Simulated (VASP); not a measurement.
A run of VASP 6.6.1 is set up as follows.

POSCAR

```
ZnO
1.0
    3.2493080000      0.0000000000      0.0000000000
   -1.6246540000      2.8139832700      0.0000000000
    0.0000000000      0.0000000000      5.2057090000
Zn O
2 2
Direct
    0.3333333300      0.6666666700      0.5000000000
    0.6666666700      0.3333333300      0.0000000000
    0.6666666700      0.3333333300      0.3790100000
    0.3333333300      0.6666666700      0.8790100000
```

INCAR.step1

```
PREC = Accurate
ENCUT = 520
EDIFF = 1E-5
ISMEAR = 0
SIGMA = 0.02
LREAL = False
LASPH = True
NELM = 100
ALGO = Normal
ISIF = 2
LWAVE = True
LCHARG = False
NBANDS = 26
GGA = PE
```

INCAR.step2

```
PREC = Accurate
ENCUT = 520
EDIFF = 1E-7
ISMEAR = 0
SIGMA = 0.02
LREAL = False
LASPH = True
NELM = 100
ALGO = Normal
ISIF = 2
LWAVE = False
LCHARG = False
GGA = PE
LHFCALC = True
HFSCREEN = 0.2
PRECFOCK = Fast
NBANDS = 26
ISTART = 1
```

KPOINTS

```
Automatic mesh
0
Gamma
  6 6 4
```

The input KPOINTS_OPT:

```
path GMKGALHA,LM,KH
10
line-mode
reciprocal
 0.0000000000  0.0000000000  0.0000000000  G
 0.5000000000  0.0000000000  0.0000000000  M

 0.5000000000  0.0000000000  0.0000000000  M
 0.3333333333  0.3333333333  0.0000000000  K

 0.3333333333  0.3333333333  0.0000000000  K
 0.0000000000  0.0000000000  0.0000000000  G

 0.0000000000  0.0000000000  0.0000000000  G
 0.0000000000  0.0000000000  0.5000000000  A

 0.0000000000  0.0000000000  0.5000000000  A
 0.5000000000  0.0000000000  0.5000000000  L

 0.5000000000  0.0000000000  0.5000000000  L
 0.3333333333  0.3333333333  0.5000000000  H

 0.3333333333  0.3333333333  0.5000000000  H
 0.0000000000  0.0000000000  0.5000000000  A

 0.5000000000  0.0000000000  0.5000000000  L
 0.5000000000  0.0000000000  0.0000000000  M

 0.3333333333  0.3333333333  0.0000000000  K
 0.3333333333  0.3333333333  0.5000000000  H
```

Potentials or basis: VASP PAW PBE potentials, release 64 (Zn, O).

Command:

```bash
$ cat potpaw_PBE.64/Zn/POTCAR potpaw_PBE.64/O/POTCAR > POTCAR
$ cp INCAR.step1 INCAR
$ mpirun -np 1 vasp_std > vasp.out
$ cp INCAR.step2 INCAR
$ mpirun -np 1 vasp_std > vasp.out
```

(1) Estimate the band gap on the k mesh.

(2) Estimate the largest force.

(3) What does it give for the pressure?

(4) What does it give for the band gap along the path?

## Answers

(1) 2.50 eV, direct.

(2) 0.083 eV/Å.

(3) 1.7 GPa.

(4) 2.50 eV, direct.

Caveat: the PAW data sets were made with another functional, which shifts forces and pressure a little.

**Experimental background.**

“Electronic structure of alkaline earth and post-transition metal oxides”, 2009, arxiv:0908.1581 quotes, for a bulk crystal of ZnO: band gap 3.37 eV.

Against the measured gap of ZnO, 3.37 eV (quoted in “Electronic structure of alkaline earth and post-transition metal oxides”, 2009, arxiv:0908.1581), the calculated 2.50 eV is off by -0.87 eV. The value is that of HSE06, without temperature or zero-point motion.
